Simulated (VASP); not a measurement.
# SbAs2 (Fd-3m) in VASP: reference runs

How does SbAs2 come out in PBE? The cell is run as given.

Program: VASP 6.6.1. These are calculated values, not measurements. Logs are shortened: lines on timing, memory, paths and dates and some standing lists are left out, and cuts for length are marked.

### 1 The structure

It takes space group Fd-3m (No. 227, cubic). The conventional cell has a = 8.099 Å, b = 8.099 Å, c = 8.099 Å, α = 90.00°, β = 90.00°, γ = 90.00°. Sb (site symmetry -43m) is surrounded by 12 As at 3.36 Å and 4 Sb at 3.51 Å. Around As (site symmetry -3m) lie 6 As at 2.86 Å.

The cell was built by a generator and needn't be a form met in nature.

### 2 Single point, PBE

INCAR

```
SYSTEM = SbAs2
PREC     = Accurate       ! precision mode
ENCUT    = 520            ! plane-wave cutoff, eV
EDIFF    = 1E-7           ! SCF threshold, eV
ISMEAR   = -1             ! smearing method
SIGMA    = 0.05           ! smearing width, eV
LREAL    = .FALSE.        ! projectors in reciprocal space
LASPH    = .TRUE.         ! aspherical terms in the spheres
NELM     = 80             ! most SCF steps
ALGO     = Normal         ! electronic algorithm
ISIF     = 2              ! what is computed and relaxed
LWAVE    = .FALSE.        ! write WAVECAR
LCHARG   = .FALSE.        ! write CHGCAR
GGA      = PE             ! functional
NBANDS   = 24             ! bands
```

KPOINTS

```
regular mesh
0
G
  6 6 6
  0 0 0
```

POSCAR

```
SbAs2
1.0
    0.0000000000      4.0494700000      4.0494700000
    4.0494700000      0.0000000000      4.0494700000
    4.0494700000      4.0494700000      0.0000000000
Sb As
2 4
Direct
    0.7500000000      0.7500000000      0.7500000000
    0.5000000000      0.5000000000      0.5000000000
    0.1250000000      0.1250000000      0.1250000000
    0.6250000000      0.1250000000      0.1250000000
    0.1250000000      0.1250000000      0.6250000000
    0.1250000000      0.6250000000      0.1250000000
```

Potentials or basis: VASP PAW PBE potentials, release 64 (Sb, As).

Launch:

```bash
$ cat potpaw_PBE.64/Sb/POTCAR potpaw_PBE.64/As/POTCAR > POTCAR
$ mpirun -np 1 vasp_std > vasp.out
```

OUTCAR:

```text
SYSTEM = SbAs2
   PREC = Accurate
   ENCUT = 520
   EDIFF = 1E-7
   ISMEAR = -1
   LREAL = .FALSE.
   LASPH = .TRUE.
   NELM = 80
   ISIF = 2
   GGA = PE

 ion  position               nearest neighbor table
   1  0.750  0.750  0.750-   2 3.51   2 3.51   2 3.51   2 3.51
   2  0.500  0.500  0.500-   1 3.51   1 3.51   1 3.51   1 3.51
   3  0.125  0.125  0.125-   4 2.86   5 2.86   6 2.86   5 2.86   6 2.86   4 2.86
   4  0.625  0.125  0.125-   3 2.86   5 2.86   6 2.86   3 2.86   5 2.86   6 2.86
   5  0.125  0.125  0.625-   3 2.86   3 2.86   4 2.86   6 2.86   6 2.86   4 2.86
   6  0.125  0.625  0.125-   3 2.86   5 2.86   3 2.86   4 2.86   5 2.86   4 2.86

  LATTYP: Found a face centered cubic cell.
 ALAT       =     8.0989400000

  Lattice vectors:

 A1 = (   0.0000000000,   4.0494700000,   4.0494700000)
 A2 = (   4.0494700000,   0.0000000000,   4.0494700000)
 A3 = (   4.0494700000,   4.0494700000,   0.0000000000)

Analysis of symmetry for initial positions (statically):
=====================================================================
 Subroutine PRICEL returns:
 Original cell was already a primitive cell.

 Routine SETGRP: Setting up the symmetry group for a
 face centered cubic supercell.

 Subroutine GETGRP returns: Found 48 space group operations
 (whereof 24 operations were pure point group operations)
 out of a pool of 48 trial point group operations.

The static configuration has the point symmetry T_d .
 The point group associated with its full space group is O_h .

Analysis of symmetry for dynamics (positions and initial velocities):
=====================================================================
 Subroutine PRICEL returns:
 Original cell was already a primitive cell.

 Routine SETGRP: Setting up the symmetry group for a
 face centered cubic supercell.

 Subroutine GETGRP returns: Found 48 space group operations
 (whereof 24 operations were pure point group operations)
 out of a pool of 48 trial point group operations.

The dynamic configuration has the point symmetry T_d .
 The point group associated with its full space group is O_h .

 Subroutine INISYM returns: Found 48 space group operations
 (whereof 24 operations are pure point group operations),
 and found     1 'primitive' translations

----------------------------------------------------------------------------------------

                                     Primitive cell

  volume of cell :     132.8081

  direct lattice vectors                    reciprocal lattice vectors
     0.000000000  4.049470000  4.049470000    -0.123472948  0.123472948  0.123472948
     4.049470000  0.000000000  4.049470000     0.123472948 -0.123472948  0.123472948
     4.049470000  4.049470000  0.000000000     0.123472948  0.123472948 -0.123472948

  length of vectors
     5.726815394  5.726815394  5.726815394     0.213861420  0.213861420  0.213861420

  position of ions in fractional coordinates (direct lattice)
     0.750000000  0.750000000  0.750000000
     0.500000000  0.500000000  0.500000000
     0.125000000  0.125000000  0.125000000
     0.625000000  0.125000000  0.125000000
     0.125000000  0.125000000  0.625000000
     0.125000000  0.625000000  0.125000000

  ion indices of the primitive-cell ions
   primitive index   ion index
                 1           1
                 2           2
                 3           3
                 4           4
                 5           5
                 6           6

----------------------------------------------------------------------------------------

 KPOINTS: regular mesh

Automatic generation of k-mesh.
 Grid dimensions read from file:
 generate k-points for:    6    6    6

 Generating k-lattice:

  Cartesian coordinates                     Fractional coordinates (reciprocal lattice)
    -0.020578825  0.020578825  0.020578825     0.166666667  0.000000000  0.000000000
     0.020578825 -0.020578825  0.020578825     0.000000000  0.166666667  0.000000000
     0.020578825  0.020578825 -0.020578825     0.000000000  0.000000000  0.166666667

  Length of vectors
     0.035643570  0.035643570  0.035643570

  Shift w.r.t. Gamma in fractional coordinates (k-lattice)
     0.000000000  0.000000000  0.000000000

 Subroutine IBZKPT returns following result:
 ===========================================

 Found     16 irreducible k-points:

 Following reciprocal coordinates:
            Coordinates               Weight
  0.000000  0.000000  0.000000      1.000000
  0.166667  0.000000  0.000000      8.000000
  0.333333  0.000000  0.000000      8.000000
  0.500000  0.000000  0.000000      4.000000
  0.166667  0.166667  0.000000      6.000000
  0.333333  0.166667  0.000000     24.000000
[... 8 lines left out ...]
 -0.333333  0.333333  0.166667     24.000000
 -0.333333  0.500000  0.166667     12.000000
   k-points           NKPTS =     16   k-points in BZ     NKDIM =     16   number of bands    NBANDS=     24
   number of dos      NEDOS =    301   number of ions     NIONS =      6
   total plane-waves  NPLWV = 110592
   dimension x,y,z NGX =    48 NGY =   48 NGZ =   48
   dimension x,y,z NGXF=    96 NGYF=   96 NGZF=   96
   ions per type =               2   4
   NGX,Y,Z   is equivalent  to a cutoff of  13.93, 13.93, 13.93 a.u.
   NGXF,Y,Z  is equivalent  to a cutoff of  27.87, 27.87, 27.87 a.u.
 SYSTEM =  SbAs2
   PREC   = accura    normal or accurate (medium, high low for compatibility)
   ISTART =      0    job   : 0-new  1-cont  2-samecut
   ICHARG =      2    charge: 1-file 2-atom 10-const
   ISPIN  =      1    spin polarized calculation?
   LNONCOLLINEAR =      F non collinear calculations
   LSORBIT =      F    spin-orbit coupling
   LASPH  =      T    aspherical Exc in radial PAW
   ENCUT  =  520.0 eV  38.22 Ry    6.18 a.u.  10.65 10.65 10.65*2*pi/ulx,y,z
   NELM   =     80;   NELMIN=  2; NELMDL= -5     # of ELM steps
   EDIFF  = 0.1E-06   stopping-criterion for ELM
   LREAL  =      F    real-space projection
   EDIFFG = 0.1E-05   stopping-criterion for IOM
   NSW    =      0    number of steps for IOM
   IBRION =     -1    ionic relax: 0-MD 1-quasi-New 2-CG
   NFREE  =      0    steps in history (QN), initial steepest desc. (CG)
   ISIF   =      2    stress and relaxation
   ISYM   =      2    0-nonsym 1-usesym 2-fastsym
   POTIM  = 0.5000    time-step for ionic-motion
   TEBEG  =    0.0;   TEEND  =   0.0 temperature during run
   PSTRESS=    0.0 pullay stress
   NELECT =      30.0000    total number of electrons
   NUPDOWN=      -1.0000    fix difference up-down
   EMIN   =  10.00;   EMAX   =-10.00  energy-range for DOS
   EFERMI =   0.00;   METHOD = LEGACY
   ISMEAR =    -1;   SIGMA  =   0.05  broadening in eV -4-tet -1-fermi 0-gaus
   EFERMI_NEDOS =   21; number of points for ismear=-14 and -15
   IALGO  =     38    algorithm
   IMIX   =      4    mixing-type and parameters
     AMIX     =   0.40;   BMIX     =  1.00
     AMIX_MAG =   1.60;   BMIX_MAG =  1.00
  volume/ion in A,a.u.               =      22.13       149.37
  Fermi-wavevector in a.u.,A,eV,Ry     =   0.997027  1.884108 13.525055  0.994064
  Thomas-Fermi vector in A             =   2.129156
   LORBIT       =      0    0 simple, 1 ext, 2 COOP (PROOUT), +10 PAW based schemes
   GGA     = PE    functional components
   LHFCALC =     F    Hartree Fock is set to
   AEXX    =    0.0000 exact exchange contribution
   IVDW    =     0    specifies the selected vdW correction
   LEPSILON=     F    determine dielectric tensor
   LRPA    =     F    only Hartree local field effects (RPA)
 non-spin polarized calculation
  energy-cutoff  :      520.00
  volume of cell :      132.81
 maximum number of plane-waves:      3602
 NGX is ok and might be reduce to    48
   NGX = 21   NGY = 21   NGZ = 21

 number of electron      30.0000001 magnetization

 Free energy of the ion-electron system (eV)
  ---------------------------------------------------
  ext. energy  EPLUGINS =         0.00000000
  ---------------------------------------------------
  free energy    TOTEN  =       -24.00479617 eV

  energy without entropy =      -23.96624320  energy(sigma->0) =      -23.98551968

 E-fermi :   7.1327     XC(G=0): -10.4571

 val. band max:        7.1155354995   @ k =   0.5000   0.0000   0.0000
 cond. band min:       7.1522892541   @ k =  -0.3333   0.3333   0.1667
 fundamental gap:      0.0367537546
 Fermi energy:         7.1327302027

 k-point     1 :       0.0000    0.0000    0.0000
  band No.  band energies     occupation
      1      -7.3636      2.00000
      2      -2.4008      2.00000
      3      -2.4008      2.00000
      4      -2.4008      2.00000
      5      -1.9444      2.00000
      6      -0.8776      2.00000
[... 16 lines left out ...]
     23      13.2874      0.00000
     24      13.2874      0.00000

 k-point     2 :       0.1667    0.0000    0.0000
  band No.  band energies     occupation
      1      -7.2012      2.00000
      2      -3.1812      2.00000
      3      -2.4536      2.00000
      4      -2.4536      2.00000
      5      -2.0575      2.00000
      6      -0.7615      2.00000
[... 16 lines left out ...]
     23      12.9369      0.00000
     24      12.9369      0.00000

 k-point     3 :       0.3333    0.0000    0.0000
  band No.  band energies     occupation
      1      -6.7446      2.00000
      2      -4.4091      2.00000
      3      -2.5491      2.00000
      4      -2.5491      2.00000
      5      -2.1414      2.00000
      6      -1.0579      2.00000
[... 16 lines left out ...]
     23      12.0747      0.00000
     24      12.0747      0.00000
[... 298 lines left out ...]
 k-point    15 :      -0.3333    0.3333    0.1667
  band No.  band energies     occupation
      1      -5.9055      2.00000
      2      -5.0950      2.00000
      3      -3.7480      2.00000
      4      -3.1037      2.00000
      5      -1.6374      2.00000
      6      -1.4079      2.00000
[... 16 lines left out ...]
     23      10.1254      0.00000
     24      10.4662      0.00000

 k-point    16 :      -0.3333    0.5000    0.1667
  band No.  band energies     occupation
      1      -5.4771      2.00000
      2      -5.4771      2.00000
      3      -3.5046      2.00000
      4      -3.5046      2.00000
      5      -1.6825      2.00000
      6      -1.6825      2.00000
[... 16 lines left out ...]
     23      10.1940      0.00000
     24      10.1940      0.00000

------------------------ aborting loop because EDIFF is reached ----------------------------------------

  FORCE on cell =-STRESS in cart. coord.  units (eV):
  Direction    XX          YY          ZZ          XY          YZ          ZX
  --------------------------------------------------------------------------------------
  -------------------------------------------------------------------------------------
  Total        0.1393370      0.1393370      0.1393370     -0.0000000     -0.0000000      0.0000000
  in kB        1.6809411      1.6809411      1.6809411     -0.0000000     -0.0000000      0.0000000
  external PRESSURE =       1.6809411 kB  Pullay stress =       0.0000000 kB

 VOLUME and BASIS-vectors are now :
 -----------------------------------------------------------------------------
  energy-cutoff  :      520.00
  volume of cell :      132.81
      direct lattice vectors                 reciprocal lattice vectors
     0.000000000  4.049470000  4.049470000    -0.123472948  0.123472948  0.123472948
     4.049470000  0.000000000  4.049470000     0.123472948 -0.123472948  0.123472948
     4.049470000  4.049470000  0.000000000     0.123472948  0.123472948 -0.123472948

 POSITION                                       TOTAL-FORCE (eV/Angst)
 -----------------------------------------------------------------------------------
      6.07421      6.07421      6.07421        -0.000000     -0.000000     -0.000000
      4.04947      4.04947      4.04947        -0.000000      0.000000      0.000000
      1.01237      1.01237      1.01237         0.000000      0.000000      0.000000
      1.01237      3.03710      3.03710         0.000000      0.000000      0.000000
      3.03710      3.03710      1.01237         0.000000      0.000000      0.000000
      3.03710      1.01237      3.03710         0.000000      0.000000      0.000000
 -----------------------------------------------------------------------------------
    total drift:                                0.000000      0.000000      0.000000

  FREE ENERGIE OF THE ION-ELECTRON SYSTEM (eV)
  ---------------------------------------------------
  free  energy   TOTEN  =       -24.0047961652 eV

  energy  without entropy=      -23.9662431970  energy(sigma->0) =      -23.98551968
```

Run time: 2 min. Hardware: 1 thread of AMD EPYC, shared host; peak memory 0.29 GiB.

Results:

```
Free energy            : -24.0048 eV
Pressure               : 0.2 GPa
Band gap on the k mesh : none (metal or under the smearing width)
```
